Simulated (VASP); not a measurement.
Crystal: GdN.

```
Gd N
1.0
     2.50500    2.50500    5.01000
     5.01000    2.50500    2.50500
     2.50500    5.01000    2.50500
Gd N
2 2
Direct
  0.00000 0.00000 0.00000
  0.50000 0.50000 0.50000
  0.25000 0.25000 0.25000
  0.75000 0.75000 0.75000
```

The cell comes from a database or a generator and needn't be the stable form of this composition.

Base run:

- Program: VASP 6.6.1
- Functional: PBE
- Potentials or basis: VASP PAW PBE potentials, release 64 (Gd, N)
- Cutoff: 520 eV
- k mesh: 7 × 7 × 7
- Occupations: fermi-dirac, width 0.05 eV
- Spin: collinear spin, ferromagnetic start
- Starting moments: [7.0, 7.0, 0.0, 0.0] μB
- Hubbard terms: Gd f U = 6 eV

Its results: band gap on the k mesh none (metal or under the smearing width); pressure -0.4 GPa; net moment 14.00 μB per cell; site moments Gd +6.87; N -0.11 μB.

Q: The run is repeated on the same cell with these changes: spin from collinear spin, ferromagnetic start to collinear spin, antiferromagnetic start; moments at the start from [7.0, 7.0, 0.0, 0.0] to [7.0, -7.0, 0.0, 0.0]. What comes out?

A: Band gap on the k mesh 0.19 eV; pressure -0.2 GPa; net moment 0.00 μB per cell; site moments Gd +6.86, -6.86; N +0.00 μB.

Caveats: spin-orbit coupling is left out, which moves the levels of the heavy elements; an odd mesh through Γ misses points on the zone boundary, where band edges often lie (some runs).
